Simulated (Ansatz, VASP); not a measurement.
**Mn2SiO6 in VASP and in Ansatz**

```xyz
9
Lattice="0.0000 3.5247 3.5247 3.5247 0.0000 3.5247 3.5247 3.5247 0.0000" Properties=species:S:1:pos:R:3 pbc="T T T"
Mn    1.7623    1.7623    1.7623
Mn    5.2870    5.2870    5.2870
Si    0.0000    0.0000    0.0000
O     1.7203    3.5247    3.5247
O     5.3290    3.5247    3.5247
O     3.5247    1.7203    3.5247
O     3.5247    5.3290    3.5247
O     3.5247    3.5247    1.7203
O     3.5247    3.5247    5.3290
```

Change from the starting cell: ordered vacancies on the cation sites of perovskite (Fm-3m, No. 225).

Alike in both runs: functional PBE; k mesh 10 × 10 × 10; occupations gaussian, width 0.1 eV; collinear spin.

Ansatz relaxed the structure, and its values are those at the end. VASP's run is a single point on that final structure, the one shown.

```csv
,VASP,Ansatz
version,VASP 6.6.1,Ansatz 0.2.0
potentials or method,"VASP PAW PBE potentials, release 64 (Mn_pv, Si, O)","scalar-relativistic, plane waves, PAW"
plane-wave cutoff (eV),520,420
valence electrons in the cell,66,70
```

|  | VASP | Ansatz | Ansatz less VASP |
| --- | --- | --- | --- |
| gap on the k mesh at the Fermi level (eV) | none | none | - |
| pressure (GPa) | 0.4 | 0.0 | -0.35 |
| rms of the force components (eV/Å) | 0.022 | 0.002 | -0.0199 |
| net moment per atom (μB) | 0.67 | 0.67 | 0.000 |
| size of the moment on the site where the two differ most (μB) | 4.21 | 4.11 | -0.100 |

Site moments also hang on the region over which each program counts them. A gap of «none» marks a metal or a gap that the smearing closes. The two sets of potentials don't hold the same shells in valence.

Caveats: semilocal functionals often make such compounds metallic where correlation or magnetic order opens a gap, which also shifts bond lengths.
